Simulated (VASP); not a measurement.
Given:

```
CELL_PARAMETERS angstrom
      0.00000     2.74160     2.74160
      2.74160     0.00000     2.74160
      2.74160     2.74160     0.00000
ATOMIC_POSITIONS crystal
  Ga 0.00000 0.00000 0.00000
  P  0.25000 0.25000 0.25000
```

The numbers are results of TPSS meta-GGA, VASP's PBE PAW potentials (set 64) (plane waves; VASP), not measurements. Settings: 520 eV cut-off, 8×8×8 Γ-centred mesh, Gaussian smearing of 0.050 eV, potentials Ga_d P.

Task: Give the energy at these volumes per atom, relative to the lowest: 19.36, 19.98, 20.60, 21.22, 21.84 Å³.

Result: 20.6, 4.9, 0.0, 4.2, 16.2 meV/atom. A third-order Birch-Murnaghan fit gives B0 = 78.6 GPa and B0′ = 4.4.

Measured: bulk modulus 89.6 GPa at 0 K (computed value off by -12.3 %), as given by Daniel Mejia-Rodriguez et al., Physical Review B (2018), arXiv:1807.09216 [0 K value with the zero-point phonon effect removed]; a 5.439 Å at 0 K (computed value off by +0.8 %), as given by Daniel Mejia-Rodriguez et al., Physical Review B (2018), arXiv:1807.09216 [static lattice: zero-point anharmonic expansion removed].

The compound is GaP in the zinc blende structure. It was relaxed first.
